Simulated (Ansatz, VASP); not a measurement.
**Two plane-wave programs on NaTi3Bi2**

Contents of INCAR:

```
  PREC = Accurate
  ENCUT = 520
  EDIFF = 1E-6
  ISMEAR = 0
  SIGMA = 0.1
  LREAL = False
  LASPH = True
  NELM = 60
  ALGO = Normal
  ISIF = 2
  LWAVE = False
  LCHARG = False
  GGA = PE
  NBANDS = 46
```

KPOINTS

```
Automatic mesh
0
Gamma
  3 3 6
```

The input POSCAR:

```
NaTi3Bi2
1.0
    6.1130283564      0.0000000000      0.0000000000
   -3.0565141782      5.2940378507      0.0000000000
    0.0000000000      0.0000000000      3.8252000487
Na Ti Bi
1 3 2
Direct
    0.0000000000      0.0000000000      0.0000000000
    0.5000000000      0.0000000000      0.5000000000
    0.5000000000      0.5000000000      0.5000000000
    0.0000000000      0.5000000000      0.5000000000
    0.3333333333      0.6666666667      0.0000000000
    0.6666666667      0.3333333333      0.0000000000
```

Input for Ansatz:

```yaml
crystal:
  lattice:
    - [6.1130283564, 0.0, 0.0]
    - [-3.0565141782, 5.2940378507, 0.0]
    - [0.0, 0.0, 3.8252000487]
  atoms:
    - { symbol: Na, position: [0.0, 0.0, 0.0] }
    - { symbol: Ti, position: [0.5, 0.0, 0.5] }
    - { symbol: Ti, position: [0.5, 0.5, 0.5] }
    - { symbol: Ti, position: [0.0, 0.5, 0.5] }
    - { symbol: Bi, position: [0.3333333333, 0.6666666667, 0.0] }
    - { symbol: Bi, position: [0.6666666667, 0.3333333333, 0.0] }
basis:
  ecutwfc: 420
kpoints:
  mp_grid: { grid: [3, 3, 6] }
hamiltonian:
  xc: pbe
scf:
  occupations: { method: gaussian, width: 0.1 }
  lower_state_search: "off"
output:
  forces: true
  stress: true
  eigenvalues: true
```

Alike in both runs: task single point; functional PBE; k mesh 3 × 3 × 6; occupations gaussian, width 0.1 eV; no spin polarisation.

|  | VASP | Ansatz |
| --- | --- | --- |
| version | VASP 6.6.1 | Ansatz 0.2.0 |
| potentials or method | VASP PAW PBE potentials, release 64 (Na_pv, Ti_sv, Bi_d) | scalar-relativistic, plane waves, PAW |
| plane-wave cutoff (eV) | 520 | 420 |
| valence electrons in the cell | 73 | 75 |

Ansatz gave:

```
gap on the k mesh at the Fermi level (eV)       : none
pressure (GPa)                                  : 23.8
largest component of the traceless stress (GPa) : 12.45
```

**Question.** What did VASP give for the same quantities?

**Answer.** gap on the k mesh at the Fermi level (eV): none; pressure (GPa): 23.8; largest component of the traceless stress (GPa): 12.49.

A gap of «none» marks a metal or a gap that the smearing closes. The two sets of potentials don't hold the same shells in valence.

Caveats: the k mesh is coarse (spacing up to 0.40 Å⁻¹), so the values aren't converged; so large a pressure means that the cell lies far from this level's equilibrium, or that cutoff or potentials fall short (VASP); spin-orbit coupling is left out, which moves the levels of the heavy elements.
